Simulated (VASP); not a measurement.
Data:

```xyz
3
Lattice="0.0000 2.6744 2.6744 2.6744 0.0000 2.6744 2.6744 2.6744 0.0000" Properties=species:S:1:pos:R:3 pbc="T T T"
Ca     0.0000     2.6744     2.6744
F      1.3372     1.3372     1.3372
F      4.0116     4.0116     4.0116
```

These are optB86b-vdW, VASP's PBE PAW potentials (set 64) (plane waves; VASP) values and carry that method's errors. Run with 520 eV cut-off, 7×7×7 Γ-centred mesh, Gaussian smearing of 0.050 eV, potentials Ca_sv F.

Question: Give the stress tensor in GPa (positive for a compressed cell).

Answer: 
```
5.93  0.00  0.00
0.00  5.93  0.00
0.00  0.00  5.93
```
The pressure is its mean diagonal, 5.93 GPa.

The compound is CaF2 in the fluorite structure. This cell is one point of a volume scan, at 0.94 of the reference volume.
